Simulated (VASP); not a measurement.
Data:

```
CELL_PARAMETERS angstrom
      0.00000     2.49000     2.49000
      2.49000     0.00000     2.49000
      2.49000     2.49000     0.00000
ATOMIC_POSITIONS crystal
  Gd 0.00000 0.00000 0.00000
  N  0.50000 0.50000 0.50000
```

The numbers are results of PBE GGA, VASP's PBE PAW potentials (set 64) (plane waves; VASP 6.6.1), not measurements. Settings: 520 eV cut-off, Gaussian smearing of 0.050 eV, potentials Gd_3 N.

The 4f electrons are frozen in the core of the lanthanide potential, so 4f levels, which can set the real gap, and their magnetism are missing.

**Question.** Give the energies of bands 5 to 10 at the high-symmetry points, in eV from the Fermi level.

**Answer.** 
```tsv
band	Γ	X	U	L	W
5	0.01	-1.09	-2.10	-4.05	-2.17
6	0.01	-0.24	-1.26	-2.30	-1.28
7	0.01	-0.24	-1.26	-2.30	-1.28
8	3.00	-0.01	2.29	5.54	3.86
9	3.00	7.09	6.21	6.44	3.86
10	3.00	7.10	7.24	6.44	7.35
```

It has no gap at this level: it comes out as a metal or semimetal.

The compound is GdN in the rock salt structure. The cell was not relaxed at this level.
